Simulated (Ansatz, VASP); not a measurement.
# Cross-check of Mo (zigzag Mo chain) between VASP and Ansatz, part 2 of 2

Aim: how closely do two programs agree when they are given the same cell, functional and k mesh? The structure shown is the start of the Ansatz relaxation below; VASP solves that cell, so the two are compared at the walk's first step. Other levels of theory on this material are compared in a session of their own.

VASP 6.6.1 and Ansatz 0.2.0.

So far: Starting point; Ansatz: relaxation, r2SCAN.

In doubt: warnings of the run leave room for a lower electronic state (step 2), so energies may not be the lowest and differences between runs may mislead.

## Step 3: VASP: single point, r2SCAN, start cell

Level of this step: r2SCAN, spin-polarised from a ferromagnetic start; plane waves and PAW (Mo_sv) (VASP).

The same cell, functional, mesh and smearing now go to VASP, with its own data sets.

Lines of VASP's logs that name or quote its potential files are left out, and so is its time.

File INCAR:

```
SYSTEM = Mo
PREC = Accurate
ENCUT = 440
EDIFF = 1E-06
NELM = 200
ISMEAR = -1
SIGMA = 0.05
LREAL = .FALSE.
ALGO = Normal
METAGGA = R2SCAN
LASPH = .TRUE.
NBANDS = 26
ISPIN = 2
MAGMOM = 3.63 3.63
LMAXMIX = 4
LORBIT = 11
LWAVE = .FALSE.
LCHARG = .FALSE.
ISIF = 2
GGA_COMPAT = .FALSE.
LMIXTAU = .TRUE.
KPAR = 2
```

File POSCAR:

```
Mo
1.0
    9.0000000000      0.0000000000      0.0000000000
    0.0000000000      7.5000000000      0.0000000000
    0.0000000000      0.0000000000      5.1670090000
Mo
2
Direct
    0.4236847778      0.5000000000      0.0000000000
    0.5763152222      0.5000000000      0.5000000000
```

File KPOINTS:

```
Automatic mesh
0
Gamma
1 1 16
0 0 0
```

The projector-augmented-wave data sets are Mo_sv (PBE family, release 64).

Launch:

```console
$ mpirun -np 2 vasp_std
```

Numbers of over 12 decimals in the logs are rounded to 6 here.

The program printed:

```text
[banner, memory and clock lines left out]
running    2 mpi-ranks, on    1 nodes
 distrk:  each k-point on    1 cores,    2 groups
 distr:  one band on    1 cores,    1 groups

 POSCAR found type information on POSCAR Mo
 POSCAR found :  1 types and       2 ions
|                                                                             |
|               ----> ADVICE to this user running VASP <----                  |
|                                                                             |
|     You enforced a specific xc type in the INCAR file but a different       |
|     [... a line on the potential file left out ...]
|     I HOPE YOU KNOW WHAT YOU ARE DOING!                                     |
|                                                                             |

 LDA part: xc-table for (None), standard interpolation
 POSCAR, INCAR and KPOINTS ok, starting setup
 FFT: planning ... GRIDC
 FFT: planning ... GRID_SOFT
 FFT: planning ... GRID
 WAVECAR not read
 entering main loop
       N       E                     dE             d eps       ncg     rms          rms(c)
DAV:   1     0.926475162853E+02    0.92648E+02   -0.14373E+04  1304   0.685E+02
DAV:   2    -0.405301751978E+02   -0.13318E+03   -0.12436E+03  1270   0.180E+02
DAV:   3    -0.506762084521E+02   -0.10146E+02   -0.90385E+01  1194   0.342E+01
DAV:   4    -0.508633184501E+02   -0.18711E+00   -0.18583E+00  1030   0.442E+00
DAV:   5    -0.508672127412E+02   -0.38943E-02   -0.38922E-02  1070   0.626E-01    0.883E+00
DAV:   6    -0.455735168146E+02    0.52937E+01   -0.61027E+00   944   0.161E+01    0.367E+00
DAV:   7    -0.429001302981E+02    0.26734E+01   -0.83838E-01   954   0.619E+00    0.143E+00
DAV:   8    -0.422501765044E+02    0.64995E+00   -0.17860E-01   976   0.265E+00    0.801E-01
DAV:   9    -0.416701279382E+02    0.58005E+00   -0.35047E-01   998   0.330E+00    0.475E-01
DAV:  10    -0.415897889293E+02    0.80339E-01   -0.58504E-02   938   0.119E+00    0.309E-01
DAV:  11    -0.415422898201E+02    0.47499E-01   -0.42348E-02   968   0.985E-01    0.258E-01
DAV:  12    -0.416261566769E+02   -0.83867E-01   -0.43944E-02   946   0.798E-01    0.175E-01
DAV:  13    -0.415707594196E+02    0.55397E-01   -0.29023E-02   948   0.574E-01    0.117E-01
DAV:  14    -0.416095641244E+02   -0.38805E-01   -0.39413E-02   940   0.829E-01    0.114E-01
[...]
DAV:  35    -0.416242928595E+02    0.18449E-04   -0.34814E-05   892   0.312E-02    0.244E-03
DAV:  36    -0.416243782409E+02   -0.85381E-04   -0.49473E-05   896   0.391E-02    0.108E-03
DAV:  37    -0.416244188707E+02   -0.40630E-04   -0.35734E-05   910   0.316E-02    0.109E-03
DAV:  38    -0.416244288824E+02   -0.10012E-04   -0.14082E-05   866   0.211E-02    0.918E-04
DAV:  39    -0.416244308450E+02   -0.19626E-05   -0.21898E-06   788   0.105E-02    0.824E-04
DAV:  40    -0.416244403275E+02   -0.94825E-05   -0.11554E-05   896   0.163E-02    0.479E-04
DAV:  41    -0.416244465177E+02   -0.61902E-05   -0.60297E-06   852   0.119E-02    0.395E-04
DAV:  42    -0.416244460823E+02    0.43543E-06   -0.69588E-07   754   0.491E-03
   1 F= -.41624446E+02 E0= -.41617049E+02  d E =-.147949E-01  mag=     9.1559
```

From OUTCAR (step 3):

```text
ion  position               nearest neighbor table
   1  0.424  0.500  0.000-   2 2.93   2 2.93
   2  0.576  0.500  0.500-   1 2.93   1 2.93

  LATTYP: Found a simple orthorhombic cell.
 ALAT       =     5.1670090000
 B/A-ratio  =     1.4515167285
 C/A-ratio  =     1.7418200742

 Subroutine GETGRP returns: Found  8 space group operations
 (whereof  4 operations were pure point group operations)

The static configuration has the point symmetry C_2v.
 The point group associated with its full space group is D_2h.

 Found      9 irreducible k-points:

   k-points           NKPTS =      9   k-points in BZ     NKDIM =      9   number of bands    NBANDS=     26

   dimension x,y,z NGX =    64 NGY =   54 NGZ =   36
   dimension x,y,z NGXF=   128 NGYF=  108 NGZF=   72

   ENCUT  =  440.0 eV  32.34 Ry    5.69 a.u.  15.39 12.83  8.84*2*pi/ulx,y,z

   NELECT =      28.0000    total number of electrons

 k-points in reciprocal lattice and weights: Automatic mesh
   0.00000000  0.00000000  0.00000000       0.062
   0.00000000  0.00000000  0.06250000       0.125
   0.00000000  0.00000000  0.12500000       0.125
   0.00000000  0.00000000  0.18750000       0.125
   0.00000000  0.00000000  0.25000000       0.125
   0.00000000  0.00000000  0.31250000       0.125
   0.00000000  0.00000000  0.37500000       0.125
   0.00000000  0.00000000  0.43750000       0.125
   0.00000000  0.00000000  0.50000000       0.062

 average (electrostatic) potential at core
       1 -88.0937       2 -88.0937

 E-fermi :  -1.8969

 spin component 1
 k-point     1 :       0.0000    0.0000    0.0000
  band No.  band energies     occupation
    ...
     15      -3.4481      1.00000
     16      -2.8287      1.00000
     17      -2.8204      1.00000
     18      -2.6844      1.00000
     19      -2.2537      0.99920
     20      -1.2884      0.00001
     21      -0.5006      0.00000
     22       0.9309      0.00000
     23       1.7837      0.00000
     24       2.1406      0.00000
    ...

 k-point     2 :       0.0000    0.0000    0.0625
  band No.  band energies     occupation
    ...
     15      -3.4306      1.00000
     16      -2.9792      1.00000
     17      -2.8278      1.00000
     18      -2.5351      1.00000
     19      -2.2724      0.99945
     20      -1.2570      0.00000
     21      -0.4507      0.00000
     22       0.9447      0.00000
     23       1.5893      0.00000
     24       2.1566      0.00000
    ...

 k-point     3 :       0.0000    0.0000    0.1250
  band No.  band energies     occupation
    ...
     15      -3.3807      1.00000
     16      -3.1756      1.00000
     17      -2.8502      1.00000
     18      -2.3405      0.99986
     19      -2.3218      0.99980
     20      -1.1625      0.00000
     21      -0.3095      0.00000
     22       0.9854      0.00000
     23       1.1410      0.00000
     24       2.2030      0.00000
    ...

 k-point     4 :       0.0000    0.0000    0.1875
  band No.  band energies     occupation
    ...
     15      -3.3540      1.00000
     16      -3.3056      1.00000
     17      -2.8881      1.00000
     18      -2.3891      0.99995
     19      -2.1570      0.99453
     20      -1.0061      0.00000
     21      -0.0954      0.00000
     22       0.6134      0.00000
     23       1.0498      0.00000
     24       2.2721      0.00000
    ...

 k-point     5 :       0.0000    0.0000    0.2500
  band No.  band energies     occupation
    ...
     15      -3.4681      1.00000
     16      -3.2133      1.00000
     17      -2.9436      1.00000
     18      -2.4640      0.99999
     19      -1.9905      0.86673
     20      -0.7942      0.00000
     21       0.0970      0.00000
     22       0.1730      0.00000
     23       1.1271      0.00000
     24       2.3380      0.00000
    ...

 k-point     6 :       0.0000    0.0000    0.3125
  band No.  band energies     occupation
    ...
     14      -3.5365      1.00000
     15      -3.4224      1.00000
     16      -3.1115      1.00000
     17      -3.0206      1.00000
     18      -2.5424      1.00000
     19      -1.8401      0.24334
     20      -0.5923      0.00000
     21      -0.3048      0.00000
     22       0.4820      0.00000
     23       1.1838      0.00000
    ...

  Total       -1.3428900     -0.4813417     -0.3333417      0.0000000      0.0000000      0.0000000
  in kB       -6.1689041     -2.2111645     -1.5312892      0.0000000      0.0000000      0.0000000
  external PRESSURE =      -3.3037860 kB  Pullay stress =       0.0000000 kB

  energy-cutoff  :      440.00
  volume of cell :      348.77
      direct lattice vectors                 reciprocal lattice vectors
     9.000000000  0.000000000  0.000000000     0.111111111  0.000000000  0.000000000
     0.000000000  7.500000000  0.000000000     0.000000000  0.133333333  0.000000000
     0.000000000  0.000000000  5.167009000     0.000000000  0.000000000  0.193535564

 POSITION                                       TOTAL-FORCE (eV/Angst)
 -----------------------------------------------------------------------------------
      3.81316      3.75000      0.00000         0.822553      0.000000      0.000000
      5.18684      3.75000      2.58350        -0.822553      0.000000      0.000000
 -----------------------------------------------------------------------------------
    total drift:                                0.000000     -0.000000     -0.000000

  FREE ENERGIE OF THE ION-ELECTRON SYSTEM (eV)
  ---------------------------------------------------
  free  energy   TOTEN  =       -41.6244460823 eV

  energy  without entropy=      -41.6096511415  energy(sigma->0) =      -41.61704861

 total charge
# of ion       s       p       d       tot
------------------------------------------
    1        2.319   5.981   3.901  12.201
    2        2.319   5.981   3.901  12.201
--------------------------------------------------
tot          4.638  11.962   7.802  24.402

 magnetization (x)
# of ion       s       p       d       tot
------------------------------------------
    1        0.115   0.029   3.357   3.501
    2        0.115   0.029   3.357   3.501
--------------------------------------------------
tot          0.231   0.057   6.714   7.002

[... 6 further parts left out ...]
```

SCAN-type functionals tend to overstate the moments of itinerant magnets.

## Step 4: Side by side

Known differences besides the potentials themselves: VASP starts from the moments at which Ansatz ended; VASP keeps PBE cores, Ansatz makes them for the functional; the cutoff is 500 eV in Ansatz and 440 eV in VASP. Total energies have different zeros and are not compared.

Forces (eV/Å; atoms numbered as in POSCAR):

| atom | Ansatz x, y, z | VASP x, y, z |
| --- | --- | --- |
| Mo1 | 0.816, 0.000, 0.000 | 0.823, 0.000, 0.000 |
| Mo2 | -0.816, 0.000, 0.000 | -0.823, 0.000, 0.000 |

The forces differ by 3.7 meV/Å r.m.s., which is 0.8 % of the r.m.s. force of 0.475 eV/Å (both taken over all components). Moments aren't recorded for both runs of this pair, so they may hold unlike magnetic states.

## Step 5: Outcome

```yaml
r_m_s_force_difference_single_point_r2scan_start_cell: 0.77 % of the r.m.s. force
```

In words: The r.m.s. force difference is 0.77 % of the r.m.s. force (single point, r2SCAN, start cell), within the 3 % picked in this series as the mark of a large difference. 5 further runs of this series are not shown here. Such differences can come from data sets, numerical settings and the points named under the comparisons, not from the functional's error against experiment.

[Lines on the potential files, build, host, timing and source positions are cut from VASP's logs without a mark.]

[Logs are printed without paths, hosts, clocks, repeated set-up lines and the standing remarks that a program may print on its own settings, such as how far it seeks lower states.]

[Hosts, paths, dates, database ids (printed as entryN), source tags and the programs' standing remarks are cut or masked in the printed files.]
